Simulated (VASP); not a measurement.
TlGe4, 5 atoms in the cell. The structure is tetragonal, space group I4/mmm (No. 139). Conventional cell: a = 4.401 Å, b = 4.401 Å, c = 11.678 Å, α = 90.00°, β = 90.00°, γ = 90.00°. Tl (site symmetry 4/mmm) has 16 Ge at 3.37 to 3.66 Å as nearest neighbours. Ge (site symmetry -4m2) is surrounded by 8 Ge at 2.74 to 3.11 Å. Around Ge (site symmetry 4mm) lie 5 Ge at 2.58 to 2.74 Å. The cell was built by a generator and needn't be a form met in nature.

```yaml
Program: VASP 6.6.1
Task: single point
Functional: PBE
Potentials_or_basis: VASP PAW PBE potentials, release 64 (Tl_d, Ge_d)
Cutoff: 520 eV
k_mesh: 9 × 9 × 9
Occupations: fermi-dirac, width 0.05 eV
Spin: no spin polarisation
Further_INCAR_settings: ALGO = Normal; EDIFF = 1e-07; NBANDS = 42
```

Potentials or basis: VASP PAW PBE potentials, release 64 (Tl_d, Ge_d).

The run is started by

```bash
$ cat potpaw_PBE.64/Tl_d/POTCAR potpaw_PBE.64/Ge_d/POTCAR > POTCAR
$ mpirun -np 1 vasp_std > vasp.out
```

Hardware: 1 thread of Intel(R) Xeon(R) 6975P-C (Granite Rapids), on a shared host.

How long does it take, and how much memory?

Run time: 7.7 min on 1 thread of Intel(R) Xeon(R) 6975P-C (Granite Rapids), with other jobs on the host, peak memory 0.52 GiB. Counts: scf iterations 15, k points 75.
